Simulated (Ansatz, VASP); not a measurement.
**Ta2Se in two plane-wave programs**

Aim: how closely do two programs agree when they are given the same cell, functional and k mesh? The cell is taken from a series of runs on this material, whose earlier steps may have relaxed, scaled, displaced or heated it; both programs get it as it stands.

Calculated with Ansatz 0.2.0; plane waves, with VASP 6.6.1 beside it; relaxation of cell and atoms at LDA.

## Step 1: Starting point

The structure is tetragonal, space group P4/nmm (No. 129). Conventional cell: a = 3.333 Å, b = 3.333 Å, c = 9.704 Å, α = 90.00°, β = 90.00°, γ = 90.00°. Ta has 4 Se at 2.64 Å and 4 Ta at 2.86 Å nearest. Nearest to Ta lie 8 Ta at 2.79 to 2.86 Å and 1 Se at 2.81 Å. Nearest to Se lie 5 Ta at 2.64 to 2.81 Å. Farther neighbours and most contacts between anions are not listed.

## Step 2: VASP: relaxation of cell and atoms, LDA

The relaxed volume is the usual yardstick between codes: in a stiff, nearly cubic crystal its relative difference is about their pressure difference at one cell divided by the bulk modulus.

Lines of VASP's logs that name or quote its potential files are left out, and so is its time.

Contents of INCAR:

```
SYSTEM = Ta2Se
PREC = Accurate
ENCUT = 500
EDIFF = 1E-07
NELM = 120
ISMEAR = -1
SIGMA = 0.15
LREAL = .FALSE.
ALGO = Normal
GGA = CA
NBANDS = 34
LASPH = .TRUE.
LORBIT = 11
LWAVE = .FALSE.
LCHARG = .FALSE.
ISIF = 3
IBRION = 2
NSW = 80
EDIFFG = -0.005
GGA_COMPAT = .FALSE.
NELMIN = 4
KPAR = 2
```

Contents of POSCAR:

```
Ta2Se
1.0
    3.3334090000      0.0000000000      0.0000000000
    0.0000000000      3.3334090000      0.0000000000
    0.0000000000      0.0000000000      9.7038070000
Ta Se
4 2
Direct
    0.5000001500      0.0000000000      0.7564140548
    0.0000000000      0.5000001500      0.2435859452
    0.5000001500      0.0000000000      0.0766428063
    0.0000000000      0.5000001500      0.9233572968
    0.5000001500      0.0000000000      0.3662953107
    0.0000000000      0.5000001500      0.6337047924
```

Contents of KPOINTS:

```
Automatic mesh
0
Gamma
14 14 6
0 0 0
```

The projector-augmented-wave data sets are Ta_pv and Se (LDA family, release 64).

On the command line:

```
mpirun -np 2 vasp_std
```

Numbers of over 12 decimals in the logs are rounded to 6 here.

Log:

```text
[banner, memory and clock lines left out]
running    2 mpi-ranks, on    1 nodes
 distrk:  each k-point on    1 cores,    2 groups
 distr:  one band on    1 cores,    1 groups

 POSCAR found type information on POSCAR TaSe
 POSCAR found :  2 types and       6 ions
 LDA part: xc-table for (Slater(with rela. corr.)+CA(PZ))
 , standard interpolation
 POSCAR, INCAR and KPOINTS ok, starting setup
 FFT: planning ... GRIDC
 FFT: planning ... GRID_SOFT
 FFT: planning ... GRID
 WAVECAR not read
 entering main loop
       N       E                     dE             d eps       ncg     rms          rms(c)
DAV:   1     0.506929728404E+03    0.50693E+03   -0.29942E+04  9800   0.160E+03
DAV:   2    -0.399436683177E+02   -0.54687E+03   -0.53821E+03 11192   0.448E+02
DAV:   3    -0.660693431729E+02   -0.26126E+02   -0.25760E+02 12754   0.846E+01
DAV:   4    -0.666016675504E+02   -0.53232E+00   -0.52783E+00 12280   0.116E+01
DAV:   5    -0.666157583112E+02   -0.14091E-01   -0.14044E-01 13286   0.153E+00    0.309E+01
DAV:   6    -0.638653169505E+02    0.27504E+01   -0.26319E+01 13080   0.313E+01    0.151E+01
DAV:   7    -0.635265842754E+02    0.33873E+00   -0.19126E+01 13116   0.169E+01    0.848E+00
DAV:   8    -0.626596695995E+02    0.86691E+00   -0.54654E+00 12924   0.138E+01    0.946E-01
DAV:   9    -0.626756900241E+02   -0.16020E-01   -0.26968E-01 11786   0.297E+00    0.544E-01
DAV:  10    -0.626751646440E+02    0.52538E-03   -0.10664E-02 13210   0.531E-01    0.229E-01
DAV:  11    -0.626747549747E+02    0.40967E-03   -0.10848E-03 12868   0.190E-01    0.907E-02
DAV:  12    -0.626747212444E+02    0.33730E-04   -0.13262E-04 11994   0.682E-02    0.250E-02
DAV:  13    -0.626747210468E+02    0.19763E-06   -0.15293E-05 12258   0.233E-02    0.663E-03
DAV:  14    -0.626747206194E+02    0.42738E-06   -0.15573E-06 12414   0.708E-03    0.402E-03
DAV:  15    -0.626747205597E+02    0.59730E-07   -0.55685E-07 11824   0.397E-03
   1 F= -.62674721E+02 E0= -.62555499E+02  d E =-.626747E+02
[... from here on, the cycles between the ionic steps are left out ...]
   2 F= -.62669627E+02 E0= -.62547515E+02  d E =0.509366E-02
   3 F= -.62677010E+02 E0= -.62556752E+02  d E =-.228979E-02
   7 F= -.62677521E+02 E0= -.62556616E+02  d E =-.420742E-04
   8 F= -.62677535E+02 E0= -.62556609E+02  d E =-.137002E-04
   9 F= -.62677549E+02 E0= -.62556545E+02  d E =-.275438E-04
  10 F= -.62677557E+02 E0= -.62556545E+02  d E =-.853634E-05
  11 F= -.62677579E+02 E0= -.62556527E+02  d E =-.306209E-04
  12 F= -.62677608E+02 E0= -.62556482E+02  d E =-.592153E-04
  13 F= -.62677603E+02 E0= -.62556333E+02  d E =-.542975E-04
  14 F= -.62677616E+02 E0= -.62556426E+02  d E =-.672459E-04
  15 F= -.62677638E+02 E0= -.62556478E+02  d E =-.217062E-04
  16 F= -.62677639E+02 E0= -.62556499E+02  d E =-.231767E-04
 curvature:  -0.38 expect dE=-0.121E-04 dE for cont linesearch -0.738E-08
 trial: gam= 0.36828 g(F)=  0.843E-05 g(S)=  0.237E-04 ort =-0.153E-05 (trialstep = 0.426E+00)
 search vector abs. value=  0.473E-04
 bond charge predicted
       N       E                     dE             d eps       ncg     rms          rms(c)
DAV:   1    -0.626776577981E+02   -0.18547E-04   -0.92205E-04 10342   0.215E-01    0.268E-02
DAV:   2    -0.626776519275E+02    0.58706E-05   -0.53697E-05 11676   0.480E-02    0.119E-02
DAV:   3    -0.626776493107E+02    0.26167E-05   -0.77986E-06 11566   0.184E-02    0.308E-03
DAV:   4    -0.626776493053E+02    0.54233E-08   -0.22936E-07  9372   0.284E-03
  17 F= -.62677649E+02 E0= -.62556494E+02  d E =-.100994E-04
 trial-energy change:   -0.000010  1 .order   -0.000010   -0.000013   -0.000007
 step:   0.8558(harm=  0.8558)  dis= 0.00070  next Energy=   -62.677653 (dE=-0.135E-04)
 reached required accuracy - stopping structural energy minimisation
```

OUTCAR, selected parts (step 2):

```text
ion  position               nearest neighbor table
   1  0.500  0.000  0.756-   6 2.64   6 2.64   6 2.64   6 2.64   4 2.86   4 2.86   4 2.86   4 2.86
                             3 3.11
   2  0.000  0.500  0.244-   5 2.64   5 2.64   5 2.64   5 2.64   3 2.86   3 2.86   3 2.86   3 2.86
                             4 3.11
   3  0.500  0.000  0.077-   4 2.79   4 2.79   4 2.79   4 2.79   5 2.81   2 2.86   2 2.86   2 2.86
                             2 2.86   1 3.11
   4  0.000  0.500  0.923-   3 2.79   3 2.79   3 2.79   3 2.79   6 2.81   1 2.86   1 2.86   1 2.86
                             1 2.86   2 3.11
   5  0.500  0.000  0.366-   2 2.64   2 2.64   2 2.64   2 2.64   3 2.81
   6  0.000  0.500  0.634-   1 2.64   1 2.64   1 2.64   1 2.64   4 2.81

  LATTYP: Found a simple tetragonal cell.
 ALAT       =     3.3334090000
 C/A-ratio  =     2.9110760186

 Subroutine GETGRP returns: Found 16 space group operations
 (whereof  8 operations were pure point group operations)

The static configuration has the point symmetry D_2d.
 The point group associated with its full space group is D_4h.

 Found    144 irreducible k-points:

   k-points           NKPTS =    144   k-points in BZ     NKDIM =    144   number of bands    NBANDS=     34

   dimension x,y,z NGX =    24 NGY =   24 NGZ =   72
   dimension x,y,z NGXF=    48 NGYF=   48 NGZF=  144

   ENCUT  =  500.0 eV  36.75 Ry    6.06 a.u.   6.08  6.08 17.69*2*pi/ulx,y,z

   NELECT =      56.0000    total number of electrons

 k-points in reciprocal lattice and weights: Automatic mesh
   0.00000000  0.00000000  0.00000000       0.001
   0.07142857  0.00000000  0.00000000       0.003
   0.14285714  0.00000000  0.00000000       0.003
   0.21428571  0.00000000  0.00000000       0.003
   0.28571429  0.00000000  0.00000000       0.003
   0.35714286  0.00000000  0.00000000       0.003
   0.42857143  0.00000000  0.00000000       0.003
   0.50000000  0.00000000  0.00000000       0.002
   0.07142857  0.07142857  0.00000000       0.003
[...]
0.50000000  0.42857143  0.50000000       0.003
   0.50000000  0.50000000  0.50000000       0.001

 average (electrostatic) potential at core
       1 -36.8611       2 -36.8611       3 -35.9560       4 -35.9560       5 -58.9894
       6 -58.9895

 E-fermi :   6.6138

 k-point     1 :       0.0000    0.0000    0.0000
  band No.  band energies     occupation
    ...
     22       3.5699      2.00000
     23       4.1096      2.00000
     24       4.1096      2.00000
     25       5.3249      1.99963
     26       6.4793      1.42057
     27       6.8183      0.40735
     28       6.8183      0.40735
     29       7.0974      0.07657
     30       7.0974      0.07657
     31       7.3690      0.01293
    ...

 k-point     2 :       0.0714    0.0000    0.0000
  band No.  band energies     occupation
    ...
     24       4.1114      2.00000
     25       5.4663      1.99905
     26       6.5076      1.33991
     27       6.5729      1.13548
     28       6.7496      0.57581
     29       6.8732      0.30140
     30       6.8943      0.26717
     31       7.7410      0.00109
     32       7.8319      0.00059
     33       8.3036      0.00003
    ...

 k-point     3 :       0.1429    0.0000    0.0000
  band No.  band energies     occupation
    ...
     24       4.2771      2.00000
     25       5.5695      1.99811
     26       6.0924      1.94000
     27       6.2288      1.85741
     28       6.5937      1.06687
     29       6.8840      0.28346
     30       7.0338      0.11467
     31       7.3058      0.01964
     32       8.2414      0.00004
     33       8.2528      0.00004
    ...

  Total        0.0222216      0.0222216      0.0143221      0.0000000      0.0000000     -0.0000000
  in kB        0.3278168      0.3278168      0.2112823      0.0000000      0.0000000     -0.0000000
  external PRESSURE =       0.2889719 kB  Pullay stress =       0.0000000 kB

  energy-cutoff  :      500.00
  volume of cell :      108.61
      direct lattice vectors                 reciprocal lattice vectors
     3.334053888  0.000000000 -0.000000000     0.299935164  0.000000000  0.000000000
     0.000000000  3.334053888  0.000000000     0.000000000  0.299935164  0.000000000
    -0.000000000  0.000000000  9.770316950     0.000000000  0.000000000  0.102350825

 POSITION                                       TOTAL-FORCE (eV/Angst)
 -----------------------------------------------------------------------------------
      1.66703      0.00000      7.39677        -0.000000      0.000000     -0.003454
     -0.00000      1.66703      2.37355         0.000000      0.000000      0.003454
      1.66703      0.00000      0.74962        -0.000000      0.000000     -0.001066
     -0.00000      1.66703      9.02070         0.000000      0.000000      0.001066
      1.66703      0.00000      3.57346        -0.000000      0.000000     -0.002864
     -0.00000      1.66703      6.19686         0.000000     -0.000000      0.002864
 -----------------------------------------------------------------------------------
    total drift:                               -0.000421      0.000160      0.000076

  FREE ENERGIE OF THE ION-ELECTRON SYSTEM (eV)
  ---------------------------------------------------
  free  energy   TOTEN  =       -62.6776493053 eV

  energy  without entropy=      -62.4353377375  energy(sigma->0) =      -62.55649352

 reached required accuracy - stopping structural energy minimisation

 total charge
# of ion       s       p       d       tot
------------------------------------------
    1        0.325   6.165   2.453   8.942
    2        0.325   6.165   2.453   8.942
    3        0.364   6.185   2.473   9.023
    4        0.364   6.185   2.473   9.023
    5        1.470   2.378   0.080   3.928
    6        1.470   2.378   0.080   3.928
--------------------------------------------------
tot          4.319  29.457  10.010  43.786

[... 3 further parts left out ...]
```

CONTCAR:

```
Ta2Se
   1.00000000000000
     3.3340538876216761    0.0000000000000000   -0.0000000000000000
     0.0000000000000000    3.3340538876216761    0.0000000000000000
    -0.0000000000000000    0.0000000000000000    9.7703169500946458
  Ta              Se
     4     2
Direct
     0.5000001499999982    0.0000000000000000    0.7570653425459249
     0.0000000000000000    0.5000001499999982    0.2429346574540750
     0.5000001499999982    0.0000000000000000    0.0767243883268798
     0.0000000000000000    0.5000001499999982    0.9232757147731200
     0.5000001499999982    0.0000000000000000    0.3657468755553820
     0.0000000000000000    0.5000001499999982    0.6342532275446175
```

The run keeps the 16 symmetry operations of its start, so it cannot find a distortion of lower symmetry.

## Step 3: Ansatz: relaxation of cell and atoms, LDA

Ansatz runs on its PAW soft_1 files.

The same cell, functional (in two slightly different forms), mesh and smearing now go to Ansatz, which takes its cutoff from its data sets.

Contents of input.yaml:

```yaml
crystal:
  lattice:
    - [3.3334093418, 0.0, 0.0]
    - [0.0, 3.3334093418, 0.0]
    - [0.0, 0.0, 9.7038073543]
  atoms:
    - { symbol: Ta, position: [0.5, 0.0, 0.7564140516] }
    - { symbol: Ta, position: [0.0, 0.5, 0.2435859484] }
    - { symbol: Ta, position: [0.5, 0.0, 0.0766427814] }
    - { symbol: Ta, position: [0.0, 0.5, 0.9233572186] }
    - { symbol: Se, position: [0.5, 0.0, 0.3662952706] }
    - { symbol: Se, position: [0.0, 0.5, 0.6337047294] }
kpoints:
  mp_grid: { grid: [14, 14, 6] }
hamiltonian:
  xc: lda
  pseudopotentials: { kind: paw, azcp: { folder: soft_1 }, xc_functional: pbe }
scf:
  occupations: { method: fermi_dirac, width: 0.15 }
output:
  forces: true
  stress: true
  eigenvalues: true
relax:
  adjacent_minimum: "off"
  f_tol: 0.001
  max_steps: 60
  cell: { stress_tol: 0.01 }
```

On the command line:

```
ansatz run input.yaml --threads 4 --pin off --max-ram 15360MiB --backend cpu --events-out ev --progress --plain --runs-dir out
```

Log:

```text
band count auto-derived: 52 (N_el = 84.0; filled up to band 42; 51 by the electrons, moments and atoms)
Engine: ansatz 0.2.0, aarch64-unknown-linux-gnu
Pseudopotentials: kind: paw
Pseudopotential: Ta, paw, valence charge 13, recommended cutoff 420 eV (normal), soft_1/Ta.paw.azcp
Pseudopotential: Se, paw, valence charge 16, recommended cutoff 420 eV (normal), soft_1/Se.paw.azcp
Functional definition: SPW92
  exchange = slater_x
  correlation = pw_c
Crystal: 6 atoms, lattice volume = 107.825 Å³
Basis set: ecut = 420 eV, 2121 PW (Γ)
Bands: 52, of which v1, the nominal top of the filled ones, is band 42 counted from 1 (41 counted from 0)
Symmetry: 16 space group operations
Space group: P4/nmm (ITA 129), of the structure as read, at distance tolerance 4.8e-5 Å
k-points: 144 of 1176
Non-local potential: Ta, projectors of the file, l = 0: 3, l = 1: 2, l = 2: 2, l = 3: 1
Non-local potential: Se, projectors of the file, l = 0: 2, l = 1: 2, l = 2: 3, l = 3: 1
PAW form: soft (Blöchl's): semilocal exchange-correlation on the pseudo side does not see the compensation charge
PAW frozen core: Ta, regenerated for the run's functional, and the local potential with it (the file was generated under x = pbe(κ = 0.804, μ = 0.219515), c = pbe(β = 0.066725))
PAW frozen core: Se, regenerated for the run's functional, and the local potential with it (the file was generated under x = pbe(κ = 0.804, μ = 0.219515), c = pbe(β = 0.066725))
PAW one-centre angular grid: Ta, 590 points (default); XC on 64 Gauss nodes
PAW one-centre angular grid: Se, 590 points (default); XC on 64 Gauss nodes
Initial density: superposition of atomic densities (chi_scale 0.1, normalization cell, long waves of neutral atoms (reshape's long-wave potential 2.56 eV rms, cloud 2.90 Å wide))
Initial wavefunctions: pseudopotential atomic-orbital guess
Functional: x = slater, c = lda
SCF iter   1: F=—  HF=-49532.853704 eV  |F-HF|=—  |Δ(HF+E_count)|=         —  Δρ=1.66e-1  dr2=4.13e2  ethr=3.10e-3  ⟨swp⟩=6.2  Hψ=29511  notcnv=0
preconditioner: auto → Kerker (q_TF=auto, 2.617 Å⁻¹)  [metal: Δε(μ)=0.014 eV  Ē_g=6.617 eV  σ=0.150 eV  W_gap=0.02  n_scr=28 (ndim 8)  ℏωp=20.2 eV  f_vac=0.000  D(μ)=3.92/eV (n_scr^D=26)]
SCF iter   2: F=—  HF=-49517.708549 eV  |F-HF|=—  |Δ(HF+E_count)|=    1.51e1  Δρ=1.01e-1  dr2=1.77e2  ethr=3.10e-3  ⟨swp⟩=3.8  Hψ=16691  notcnv=0
SCF iter   3: F=—  HF=-49505.198697 eV  |F-HF|=—  |Δ(HF+E_count)|=    1.25e1  Δρ=3.77e-2  dr2=2.15e1  ethr=3.10e-3  ⟨swp⟩=4.0  Hψ=18121  notcnv=0
SCF iter   4: F=—  HF=-49503.445391 eV  |F-HF|=—  |Δ(HF+E_count)|=    1.75e0  Δρ=2.26e-2  dr2=3.04e0  ethr=3.10e-3  ⟨swp⟩=4.1  Hψ=17397  notcnv=0  defer=1
SCF iter   5: F=—  HF=-49503.094285 eV  |F-HF|=—  |Δ(HF+E_count)|=   3.51e-1  Δρ=9.49e-3  dr2=6.14e-1  ethr=3.10e-3  ⟨swp⟩=5.0  Hψ=14553  notcnv=0  defer=6
[...]
basis re-selected at this cell: Δ(F+E_penalty+E_count) = -7.750e-5 eV, ΔP = +0.000 GPa vs the last step (what re-selecting the basis moved, of the pressure what is left beyond the Pulay correction that the steps carried, after the strain that the cell walked since its last selection, with what the two solves' SCF thresholds leave and, on support functions, any second-order correction that the steps lacked; it is no m [...]
SCF converged after 10 iterations
Free energy (F): -49503.037331 eV
Harris-Foulkes:  -49503.037331 eV  (|F-HF|=7.28e-12)
Internal energy: -49502.795572 eV  (E = F + TS)
E sigma→0 (E₀):  -49502.916451 eV
Entropy (-TS):   -0.241759 eV (-40.293 meV/atom)
Fermi energy:    16.925971 eV
--- Per-component energies (eV) ---
  E_band       = -1078.134589
  E_kinetic    = 1808.834707
  E_local      = -7050.988246  (includes V_loc(G=0)·N_el)
  E_nonlocal   = -723.977880
  E_hartree    = 3416.085843
  E_xc         = -1448.893981
  E_vxc        = -1124.297161  (∫ρ·V_xc dr)
  E_paw        = -36323.148323  (= ΣΔE_a)
  E_vpaw       = -819.877339  (= ΣTr[D̂ρ^β])
  E_aug_tail   = -0.000357  (compensation charges beyond the density's cutoff)
  E_ewald      = -9186.178042
  E_core_change = 5.470708  (= ΣΔE_core)
  E_smearing   = -0.241759  (= −TS)
  E_closure    = -0.000000  (closes the sum)
  Σ components = -49503.037331   (vs F -49503.037331, Δ=0.00e0)
--- Forces (eV/Å), atoms counted from 1 ---
  atom   1  Ta     0.00000000     0.00000000    -0.00017834
  atom   2  Ta    -0.00000000     0.00000000     0.00017834
  atom   3  Ta    -0.00000000     0.00000000    -0.00051338
  atom   4  Ta     0.00000000     0.00000000     0.00051338
  atom   5  Se    -0.00000000     0.00000000     0.00002561
  atom   6  Se     0.00000000     0.00000000    -0.00002561
  max |Σ_I F_I| component: 0.00e0 eV/Å
--- Stress (GPa, compression-positive) ---
       -0.000176      -0.000000      -0.000000
       -0.000000      -0.000176      -0.000000
       -0.000000      -0.000000       0.003389
  P = ⅓ Tr σ = 0.0010 GPa (0.010 kbar)
--- Band table (eV; the first three rows and the last of 144) ---
  k-point 0: bands = [... 38 lower, 15.6317, 16.7982, 17.1354, 17.1354, 17.4084, 17.4084, 17.6928, 18.3623, ... 6 higher]
  k-point 1: bands = [... 38 lower, 15.6424, 16.7986, 17.1349, 17.1349, 17.4025, 17.4025, 17.6917, 18.2564, ... 6 higher]
  k-point 2: bands = [... 38 lower, 15.6640, 16.7994, 17.1341, 17.1341, 17.3907, 17.3907, 17.6896, 18.0042, ... 6 higher]
  k-point 143: bands = [... 38 lower, 15.0057, 15.0057, 16.7928, 16.7928, 17.7651, 17.7651, 19.9227, 19.9227, ... 6 higher]
--- Relaxed structure (7 steps of the walk, 5 accepted, 1 SCFs on fresh bases) ---
  F+E_penalty+E_count = -49503.03733115 eV   max|allowed force component| = 5.134e-4 eV/Å   (the final SCF, on the basis selected at the relaxed cell)
  cell:  # Å, volume = 108.2811 Å³
    - [3.329491, 0, 0.0]
    - [0, 3.329491, 0.0]
    - [0.0, 0.0, 9.767810]
  atoms:
    - { symbol: Ta, position: [0.5, 0, 0.757375] }
    - { symbol: Ta, position: [0, 0.5, 0.242625] }
    - { symbol: Ta, position: [0.5, 0, 0.076634] }
    - { symbol: Ta, position: [0, 0.5, 0.923366] }
    - { symbol: Se, position: [0.5, 0, 0.365231] }
    - { symbol: Se, position: [0, 0.5, 0.634769] }
```

## Step 4: Comparison

Known differences besides the potentials themselves: the two LDA forms differ slightly; the data sets hold 84 valence electrons in Ansatz (on its PAW soft_1 files) and 56 in VASP; the cutoff is 420 eV in Ansatz and 500 eV in VASP; VASP's log shows a relativistic correction to its local exchange, Ansatz's none; Ansatz adds a Pulay correction to the stress that steers its cell, VASP none. Total energies have different zeros and are not compared.

The two programs side by side:

```csv
quantity,Ansatz,VASP,difference
volume (Å³),108.28,108.61,-0.30 %
"edge a after relaxation, in the typed setting (Å)",3.329,3.334,-0.14 %
"edge c after relaxation, in the typed setting (Å)",9.768,9.770,-0.03 %
```

## Step 5: Summary of results

```
difference in volume (relaxation of cell and atoms, LDA) : -0.30 %
```

What this shows: The difference in volume is -0.30 % (relaxation of cell and atoms, LDA), within the 1.2 % picked in this series as the mark of a large difference, as far as the stopping tolerances let one tell. The data sets hold unlike numbers of valence electrons (84 in Ansatz and 56 in VASP), so part of the differences comes from the potentials. How closely two codes agree says nothing of how well the functional describes the real material.

[Lines on the potential files, build, host, timing and source positions are cut from VASP's logs without a mark.]

[Logs are printed without paths, hosts, clocks, repeated set-up lines and the standing remarks that a program may print on its own settings, such as how far it seeks lower states.]

[Hosts, paths, dates, database ids (printed as entryN), source tags and the programs' standing remarks are cut or masked in the printed files.]
